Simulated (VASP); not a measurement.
```xyz
2
Lattice="3.7724 0.0000 0.0000 0.0000 3.7724 0.0000 0.0000 0.0000 3.7724" Properties=species:S:1:pos:R:3 pbc="T T T"
Cd     0.0000     0.0000     0.0000
Te     1.8862     1.8862     1.8862
```

Method: PBE GGA, VASP's PBE PAW potentials (set 64) (plane waves; VASP). Run with 400 eV cut-off, Gaussian smearing of 0.050 eV, potentials Cd Te.

Task: Give the energies of bands 7 to 12 at the high-symmetry points, in eV from the Fermi level.

Result: 
```tsv
band	Γ	X	M	R
7	-1.09	-5.87	-4.22	-2.21
8	-0.93	0.42	-4.22	-2.21
9	-0.93	0.42	-1.96	-2.21
10	-0.93	2.89	0.72	0.44
11	4.95	3.47	6.57	0.97
12	4.95	5.42	6.57	0.97
```

It has no gap at this level: it comes out as a metal or semimetal.

The structure was generated: CdTe was put into the CsCl type type (Pm-3m), which need not be its known phase. It was relaxed first, which changed the volume by +9 %.
